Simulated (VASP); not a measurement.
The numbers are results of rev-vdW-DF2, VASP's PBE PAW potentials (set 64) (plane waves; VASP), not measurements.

VASP input:

**INCAR**
```
! general
SYSTEM  =CuZn
PREC    =Accurate
ENCUT   =520
LREAL   =.FALSE.   ! projection in real space or not
LASPH   =.TRUE.   ! aspherical one-centre terms

! electronic loop
EDIFF   =1E-7
NELM    =100
ALGO    =Normal   ! blocked Davidson
LMAXMIX =4

! smearing
ISMEAR  =1
SIGMA   =0.1   ! width (eV)

! functional
GGA     =MK
LUSE_VDW=.TRUE.
AGGAC   =0.0
PARAM1  =0.1234568
PARAM2  =0.7114
ZAB_VDW =-1.8867

! ions
ISIF    =2

! output
LWAVE   =.FALSE.
LCHARG  =.FALSE.
```

### KPOINTS
```
Automatic mesh
0
Gamma
12 12 12
0 0 0
```

**POSCAR**
```
CuZn
1
    2.8841131429     0.0000000000     0.0000000000
    0.0000000000     2.8841131429     0.0000000000
    0.0000000000     0.0000000000     2.8841131429
Zn Cu
1 1
Direct
  0.5000000000   0.5000000000   0.5000000000
  0.0000000000   0.0000000000   0.0000000000
```

POTCAR, in this order: Zn Cu (PBE.64 set). Program: vasp_std.

The run wrote:

OSZICAR:
```
       N       E                     dE             d eps       ncg     rms          rms(c)
DAV:   1     0.117480710042E+03    0.11748E+03   -0.11619E+04  2608   0.261E+03
DAV:   2     0.238378229101E+01   -0.11510E+03   -0.11234E+03  2520   0.333E+02
DAV:   3    -0.831392784733E+00   -0.32152E+01   -0.31863E+01  3094   0.747E+01
DAV:   4    -0.853710681610E+00   -0.22318E-01   -0.22315E-01  3004   0.551E+00
DAV:   5    -0.853989285083E+00   -0.27860E-03   -0.27860E-03  3357   0.649E-01    0.992E+00
DAV:   6    -0.571370163278E+00    0.28262E+00   -0.16298E+01  2750   0.110E+02    0.566E+00
DAV:   7     0.260787453709E+00    0.83216E+00   -0.36641E+00  2701   0.103E+02    0.249E+00
DAV:   8     0.262266461689E+00    0.14790E-02   -0.16174E-01  3226   0.547E+00    0.136E+00
DAV:   9     0.272337687054E+00    0.10071E-01   -0.16657E-02  3136   0.341E+00    0.737E-02
DAV:  10     0.272326643325E+00   -0.11044E-04   -0.60379E-04  3831   0.322E-01    0.336E-02
DAV:  11     0.272322241206E+00   -0.44021E-05   -0.22768E-05  3369   0.161E-01    0.866E-03
DAV:  12     0.272322738242E+00    0.49704E-06   -0.40181E-06  3619   0.540E-02    0.251E-03
DAV:  13     0.272322992520E+00    0.25428E-06   -0.42189E-07  2773   0.179E-02    0.820E-04
DAV:  14     0.272322966794E+00   -0.25725E-07   -0.20140E-08  1645   0.355E-03
   1 F= 0.27232297E+00 E0= 0.27232862E+00  d E =-.169677E-04
```

OUTCAR:
```
------------------------ aborting loop because EDIFF is reached ----------------------------------------
  FORCE on cell =-STRESS in cart. coord.  units (eV):
  Direction    XX          YY          ZZ          XY          YZ          ZX
  --------------------------------------------------------------------------------------
  Total        1.3613177      1.3613177      1.3613177      0.0000000      0.0000000     -0.0000000
  in kB       90.9145048     90.9145048     90.9145048      0.0000000      0.0000000     -0.0000000
  external PRESSURE =      90.9145048 kB  Pullay stress =       0.0000000 kB
  volume of cell :       23.99
      direct lattice vectors                 reciprocal lattice vectors
     2.884113143  0.000000000  0.000000000     0.346727035  0.000000000  0.000000000
     0.000000000  2.884113143  0.000000000     0.000000000  0.346727035  0.000000000
     0.000000000  0.000000000  2.884113143     0.000000000  0.000000000  0.346727035
 POSITION                                       TOTAL-FORCE (eV/Angst)
 -----------------------------------------------------------------------------------
      1.44206      1.44206      1.44206         0.000000      0.000000      0.000000
      0.00000      0.00000      0.00000         0.000000      0.000000      0.000000
 -----------------------------------------------------------------------------------
    total drift:                                0.000000      0.000000     -0.000000
  FREE ENERGIE OF THE ION-ELECTRON SYSTEM (eV)
  ---------------------------------------------------
  free  energy   TOTEN  =         0.2723229668 eV

  energy  without entropy=        0.2723399345  energy(sigma->0) =        0.27232862
```
(Selected blocks of OUTCAR.)

The compound is CuZn in the CsCl type structure. This cell is one point of a volume scan, at 0.94 of the reference volume. The electron count is odd and the run is not spin-polarised, which forces a metal.
